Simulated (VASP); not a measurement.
CrO$_{2}$ (rutile) relaxed at rising pressure, in one space group throughout; other phases were not tried. The pressures are those reached. Computed with LDA (Ceperley-Alder, Perdew-Zunger), VASP's LDA PAW potentials (set 64) (plane waves; VASP).

The moments were started parallel, and other spin orders were not tried in this run.

```json
[
 {"P (GPa)": "-0.02", "V (Å³/atom)": "9.039", "k-mesh": "7×7×11"},
 {"P (GPa)": "4.91", "V (Å³/atom)": "8.893", "k-mesh": "7×7×11"},
 {"P (GPa)": "10.02", "V (Å³/atom)": "8.747", "k-mesh": "7×7×11"},
 {"P (GPa)": "19.99", "V (Å³/atom)": "8.502", "k-mesh": "7×7×11"},
 {"P (GPa)": "29.98", "V (Å³/atom)": "8.287", "k-mesh": "7×7×11"}
]
```

### Question
Fit an equation of state and predict the volume at 45.04 GPa.

### Answer
Least squares on the third-order Birch-Murnaghan form, P = (3B0/2)(y⁷ − y⁵)[1 + (3/4)(B′ − 4)(y² − 1)] with y = (V0/V)^(1/3), gives V0 = 9.039 Å³/atom, B0 = 285 GPa and B′ = 4.4, and so 8.008 Å³/atom. The run gave 8.006 Å³/atom, -0.0 % from the fit.

Pressures at which the relaxation failed are left out.

The compound is CrO2 in the rutile structure.
